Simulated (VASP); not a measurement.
# Biaxial (001) strain of silicon from −2 % to +2 %: normal strain, stress, strain energy and elastic moduli with LDA

Silicon holds each atom by four equal covalent bonds in a tetrahedron, and every member of this series is that same network, stretched or compressed equally along two cubic axes.

The brief is for a free-standing (001) membrane, 20 nm thick in the strained state, that serves as a load-bearing spring. It should carry as much equal in-plane tension strain as possible under two limits: the force per width of edge must stay below 40 N/m, and the stress must lie within 4 % of a linear law, so that a strain reading can be converted to load with one constant. The stress and the strain normal to the plane are calculated with LDA for the bulk crystal at fixed in-plane strain. Strains and energies are counted from the crystal relaxed with LDA, and tension is positive.

## Calculations

The start is a typed prototype cell. The crystal was relaxed with LDA. Equal strain is imposed in the (001) plane; the strain along the normal is adjusted until the normal stress vanishes, and the atoms are relaxed with LDA. VASP 6.6.1, plane waves with PAW, cutoff 450 eV, no spin polarisation, no spin-orbit coupling, k mesh 10×10×10, static lattice.

Notes on method and selection:

- Runs that did not converge, have known faults or may not be shown are not listed, and runs on Ansatz's PAW sets soft_1 and soft_2 are kept to separate tables.

Columns:

- strain (%): strain in the plane (tension positive).
- gap (eV): band gap on the k mesh at LDA.
- normal strain (%): strain along the normal.
- stress (GPa): in-plane stress, tension positive.
- strain energy (meV/atom): energy per atom above the relaxed crystal.

## Numbers

| member | strain (%) | gap (eV) | normal strain (%) | stress (GPa) | strain energy (meV/atom) |
| --- | --- | --- | --- | --- | --- |
| −2 % | −2.0 | 0.214 | 1.590 | −3.70 | 8.94 |
| −1.5 % | −1.5 | 0.275 | 1.199 | −2.73 | 5.00 |
| −1 % | −1.0 | 0.335 | 0.800 | −1.79 | 2.21 |
| −0.5 % | −0.5 | 0.395 | 0.401 | −0.89 | 0.55 |
| 0 % | 0.0 | 0.453 | 0.000 | 0.00 | 0.00 |
| +0.5 % | 0.5 | 0.368 | −0.398 | 0.86 | 0.52 |
| +1 % | 1.0 | 0.283 | −0.799 | 1.69 | 2.07 |
| +1.5 % | 1.5 | 0.199 | −1.208 | 2.49 | 4.64 |
| +2 % | 2.0 | 0.116 | −1.615 | 3.27 | 8.20 |

Least-squares fits to the whole series, with x = strain (%); R² and errors in the fitted variable (y, or ln y where the fit is in ln y):

| y | members | fit | R² | rms residual | leave-one-out rms | the same for the mean of the others |
| --- | --- | --- | --- | --- | --- | --- |
| normal strain (%) | 9 | y = −0.003333 − 0.8013 x | 1.00 | 0.0055 | 0.0080 | 1.2 |
| stress (GPa) | 9 | y = −0.08889 + 1.742 x | 1.00 | 0.079 | 0.11 | 2.5 |

## What drives the series

The normal strain is opposite in sign to the imposed strain and changes by −0.801 % per 1 %. For a cubic crystal with no normal stress, this slope is −2 C₁₂/C₁₁, so C₁₂/C₁₁ = 0.801 / 2 = 0.401. Keeping the volume would require a slope of −2; silicon therefore expands under tension. Symmetry keeps the atoms at their fractional positions, and all four bonds lengthen by (2 − 0.801) / 3 = 0.40 % per 1 % of strain. The rest of the deformation is taken up by bond angles.

The stress rises by 1.74 GPa per 1 %, a biaxial modulus M of 1.74 / 0.01 = 174 GPa. With r = C₁₂/C₁₁, M = C₁₁(1 + r − 2r²). The bracket is 1 + 0.401 − 2 × 0.401 × 0.401 = 1.079, which gives

- C₁₁ = 174 / 1.079 = 161 GPa
- C₁₂ = 0.401 × 161 = 65 GPa
- Poisson ratio along the cubic axes: r / (1 + r) = 0.401 / (1 + 0.401) = 0.286
- Young's modulus along the cubic axes: 174 × (1 − 0.286) = 124 GPa

C₄₄ does not follow, because the cubic axes stay at right angles.

The strain energy is close to a parabola. Its mean over the two signs is (2.21 + 2.07) / 2 = 2.14 meV/atom at 1 % and (8.94 + 8.20) / 2 = 8.57 meV/atom at 2 %, a ratio of 4.0.

Compression costs more than tension because interatomic forces are anharmonic: they stiffen as bonds shorten and soften as they lengthen. With x the strain in per cent, the stress in GPa follows 1.74 x − 0.054 x², where the second coefficient comes from the two end rows: (3.70 − 3.27) / 8 = 0.054. This reproduces all nine rows to within 0.01 GPa, against an rms residual of 0.079 GPa for the straight line.

## Members off the line

Largest departures from the fit to the whole series:

| member | normal strain (%) | fit | computed − fit | in rms residuals |
| --- | --- | --- | --- | --- |
| −2 % | 1.590 | 1.599 | −0.009 | 1.7 |
| +2 % | −1.615 | −1.606 | −0.009 | 1.6 |
| +0.5 % | −0.398 | −0.404 | +0.006 | 1.1 |
| +1 % | −0.799 | −0.805 | +0.006 | 1.0 |

The rows at −2 % and +2 % lie furthest from the line for normal strain, both by −0.009 %. The equal sign at both ends points to a weak quadratic term, which also tends to leave the middle rows slightly above the line. In some of the inner rows the normal stress was brought only close to zero, which shifts the normal strain by a similar amount, so the small departures there should not be read one by one.

Energy and stress support each other. In the linear range the energy per atom is stress × strain × volume per atom, and the means at 1 % give 2.14 × 0.1602 / (1.74 × 0.01) = 19.7 Å³ (1 meV/Å³ = 0.1602 GPa), a sound atomic volume for silicon.

The gap, by contrast, has a kink at zero strain, and both band edges contribute to it. The lowest conduction valley changes from in-plane to normal, and the valence states that share the top in the unstrained crystal split, with a different branch uppermost in compression than in tension. The elastic columns show no such kink: the valleys are empty, and the split valence states are all filled on either side of zero, so the total energy does not depend on which of them is uppermost.

## Choosing a member

The four compressed rows drop out first, because a thin free membrane buckles under compression. The unstrained row carries no load. Four rows in tension remain.

The force per width is F = σt, with σ the in-plane stress and t = 20 nm; 1 GPa × 1 nm = 1 N/m. The departure from linearity is d = 1 − σ / (1.74 x), with σ in GPa and x in per cent.

- +0.5 %: F = 0.86 × 20 = 17.2 N/m; d = 1 − 0.86 / 0.87 = 1 %
- +1 %: F = 1.69 × 20 = 33.8 N/m; d = 1 − 1.69 / 1.74 = 3 %
- +1.5 %: F = 2.49 × 20 = 49.8 N/m; d = 1 − 2.49 / (1.74 × 1.5) = 5 %
- +2 %: F = 3.27 × 20 = 65.4 N/m; d = 1 − 3.27 / (1.74 × 2) = 6 %

The first two rows meet both limits and the last two fail both. The pick is +1 %, and the runner-up is +0.5 %, which is safer on both counts but gives half the strain.

LDA usually gives the elastic constants of silicon to within roughly 5 % of experiment. Carried through, this puts the force at +1 % at no more than 33.8 × 1.05 = 35.5 N/m, still below the limit, and the force at +1.5 % at no less than 49.8 × 0.95 = 47.3 N/m, still above it. To overturn the pick in favour of +0.5 %, the true stress would have to exceed the LDA value by a factor of 40 / 33.8 = 1.18, that is, by 18 %.

The linearity limit is less secure. A common scale error in the stress cancels in d, but an error in the curvature does not. If the real crystal softened about a third faster than LDA predicts, d at +1 % would reach 4 % and the runner-up would take over. A membrane with notches or rough edges could also force the choice down to +0.5 %, because stress concentrates there and fracture may set in well below the strength of the perfect crystal.

## Rules of thumb and their limits

Between −2 % and +2 %, one ratio and one modulus describe the elastic response well. The linear stress law is good to about 3 % at a strain of 1 % and to about 6 % at 2 %, too soft for compression and too stiff for tension. The parabola for the energy errs by about 4 % at 2 %, and the ratio of normal to in-plane strain stays within 1 % of its mean slope.

No omitted effect rivals the spread of the stress; thermal softening up to room temperature is roughly 1 %. The gap is different: LDA places it too low by roughly 0.7 eV, more than its whole spread of 0.453 − 0.116 = 0.337 eV, so its changes with strain are more useful than its absolute values.
